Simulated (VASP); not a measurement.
Level of theory: PBEsol GGA, VASP's PBE PAW potentials (set 64) (plane waves; VASP).

Input for VASP

### INCAR
```
! general
SYSTEM =VSi
PREC   =Accurate
ENCUT  =400
LREAL  =.FALSE.
LASPH  =.TRUE.

! electronic loop
EDIFF  =1E-7
NELM   =100
ALGO   =Normal
LMAXMIX=4

! smearing
ISMEAR =-5

! functional
GGA    =PS

! ions
ISIF   =2

! output
LWAVE  =.FALSE.
LCHARG =.TRUE.
LORBIT =11
NEDOS  =601
```

KPOINTS:
```
kpoints
0
G
14 14 14
```

File POSCAR:
```
VSi
1
    2.9388436691     0.0000000000     0.0000000000
    0.0000000000     2.9388436691     0.0000000000
    0.0000000000     0.0000000000     2.9388436691
V Si
1 1
Direct
  0.0000000000   0.0000000000   0.0000000000
  0.5000000000   0.5000000000   0.5000000000
```

POTCAR, in this order: V_sv Si (PBE.64 set). Program: vasp_std.

What VASP printed:

### OSZICAR
```
       N       E                     dE             d eps       ncg     rms          rms(c)
DAV:   1     0.952986905150E+02    0.95299E+02   -0.76150E+03  2904   0.118E+03
DAV:   2    -0.146786508597E+02   -0.10998E+03   -0.10729E+03  2928   0.348E+02
DAV:   3    -0.179567587224E+02   -0.32781E+01   -0.30955E+01  3620   0.580E+01
DAV:   4    -0.180038064639E+02   -0.47048E-01   -0.46858E-01  3160   0.689E+00
DAV:   5    -0.180045812564E+02   -0.77479E-03   -0.77386E-03  3632   0.841E-01    0.229E+01
DAV:   6    -0.166091131903E+02    0.13955E+01   -0.26064E+01  3360   0.559E+01    0.730E+00
DAV:   7    -0.158183721865E+02    0.79074E+00   -0.65740E+00  3340   0.285E+01    0.548E+00
DAV:   8    -0.157705917586E+02    0.47780E-01   -0.35822E-01  3296   0.653E+00    0.693E-01
DAV:   9    -0.157686698382E+02    0.19219E-02   -0.83492E-03  3348   0.126E+00    0.352E-01
DAV:  10    -0.157685087662E+02    0.16107E-03   -0.18584E-03  3444   0.585E-01    0.851E-02
DAV:  11    -0.157684968634E+02    0.11903E-04   -0.21598E-04  3456   0.165E-01    0.114E-02
DAV:  12    -0.157684909666E+02    0.58968E-05   -0.39931E-06  3236   0.205E-02    0.307E-03
DAV:  13    -0.157684894241E+02    0.15425E-05   -0.60060E-07  3480   0.632E-03    0.754E-04
DAV:  14    -0.157684894380E+02   -0.13857E-07   -0.10822E-08  1568   0.120E-03
   1 F= -.15768489E+02 E0= -.15768489E+02  d E =0.000000E+00
```

OUTCAR:
```
------------------------ aborting loop because EDIFF is reached ----------------------------------------
  FORCE on cell =-STRESS in cart. coord.  units (eV):
  Direction    XX          YY          ZZ          XY          YZ          ZX
  --------------------------------------------------------------------------------------
  Total       -0.0056579     -0.0056579     -0.0056579     -0.0000000      0.0000000      0.0000000
  in kB       -0.3571363     -0.3571363     -0.3571363     -0.0000000      0.0000000      0.0000000
  external PRESSURE =      -0.3571363 kB  Pullay stress =       0.0000000 kB
  volume of cell :       25.38
      direct lattice vectors                 reciprocal lattice vectors
     2.938843669  0.000000000  0.000000000     0.340269886  0.000000000  0.000000000
     0.000000000  2.938843669  0.000000000     0.000000000  0.340269886  0.000000000
     0.000000000  0.000000000  2.938843669     0.000000000  0.000000000  0.340269886
 POSITION                                       TOTAL-FORCE (eV/Angst)
 -----------------------------------------------------------------------------------
      0.00000      0.00000      0.00000         0.000000      0.000000      0.000000
      1.46942      1.46942      1.46942         0.000000      0.000000      0.000000
 -----------------------------------------------------------------------------------
    total drift:                               -0.000000      0.000000      0.000000
  FREE ENERGIE OF THE ION-ELECTRON SYSTEM (eV)
  ---------------------------------------------------
  free  energy   TOTEN  =       -15.7684894380 eV

  energy  without entropy=      -15.7684894380  energy(sigma->0) =      -15.76848944

 total charge

# of ion       s       p       d       tot
------------------------------------------
    1        2.275   6.211   3.248  11.734
    2        0.757   0.910   0.000   1.667
--------------------------------------------------
tot          3.032   7.121   3.248  13.401
```
(Selected blocks of OUTCAR.)

For a metal the tetrahedron method with Blöchl corrections gives inexact stress and forces.

The structure was generated: VSi was put into the CsCl type (Pm-3m), which need not be its known phase. It was relaxed first. The run is not spin-polarised, so no magnetic state was tried. The electron count is odd and the run is not spin-polarised, which forces a metal.
